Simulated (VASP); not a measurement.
Data:

```yaml
crystal:
  lattice:
    - [0.00000, 3.20567, 3.20567]
    - [3.20567, 0.00000, 3.20567]
    - [3.20567, 3.20567, 0.00000]
  atoms:
    - { symbol: Ga, position: [0.00000, 0.00000, 0.00000] }
    - { symbol: Sb, position: [0.25000, 0.25000, 0.25000] }
```

Computed with RPBE GGA, VASP's PBE PAW potentials (set 64) (plane waves; VASP). Settings: 520 eV cut-off, 10×10×10 Γ-centred mesh, first-order Methfessel-Paxton smearing of 0.10 eV, potentials Ga_d Sb.

Unless said otherwise, spin-orbit coupling is left out, though it shifts the bands of the heavy elements here.

Problem. What does the run give for the energy per atom (σ→0), pressure, band gap (on the k-mesh) with the smallest direct gap where there is one?

Solution. 
```yaml
band gap (on the k-mesh): none (metal, semimetal or under 0.01 eV)
energy per atom (σ→0): -3.343 eV/atom
pressure: -2.05 GPa
```

Only differences to runs with the same potentials and settings are physical.

The compound is GaSb in the zinc blende structure. This cell is one point of a volume scan, at 1.06 of the reference volume.
